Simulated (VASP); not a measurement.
All values below come from optB88-vdW, VASP's PBE PAW potentials (set 64) (plane waves; VASP 6.6.1).

The input files of a VASP run:

### INCAR
```
SYSTEM = CsPbCl3
PREC = Accurate
ENCUT = 520
EDIFF = 1E-7
NELM = 100
ALGO = Normal
LREAL = .FALSE.
LASPH = .TRUE.
ISMEAR = 0
SIGMA = 0.05
GGA = BO
PARAM1 = 0.1833333333
PARAM2 = 0.22
LUSE_VDW = .TRUE.
AGGAC = 0.0
LMAXMIX = 4
LWAVE = .FALSE.
LCHARG = .FALSE.
ISIF = 2
```

POSCAR:
```
CsPbCl3
1
    5.5958304571     0.0000000000     0.0000000000
    0.0000000000     5.5958304571     0.0000000000
    0.0000000000     0.0000000000     5.5958304571
Cs Pb Cl
1 1 3
Direct
  0.0000000000   0.0000000000   0.0000000000
  0.5000000000   0.5000000000   0.5000000000
  0.5000000000   0.0000000000   0.5000000000
  0.0000000000   0.5000000000   0.5000000000
  0.5000000000   0.5000000000   0.0000000000
```

File KPOINTS:
```
Automatic mesh
0
Gamma
  4 4 4
0 0 0
```

POTCAR, in this order: Cs_sv Pb_d Cl (PBE.64 set). Program: vasp_std.

Task: What will the output report for the number of irreducible k-points (NKPTS), largest plane-wave count, number of space-group operations, FFT grid (NGX, NGY, NGZ)?

Result: 
```yaml
number of irreducible k-points (NKPTS): 10
largest_plane_wave_count: 4748
number_of_space_group_operations: 48
FFT grid (NGX, NGY, NGZ): 42 × 42 × 42
```

The compound is CsPbCl3 in the cubic perovskite structure, the ideal cubic form; the compound distorts at low or room temperature. This cell is one point of a volume scan, at 0.97 of the reference volume.
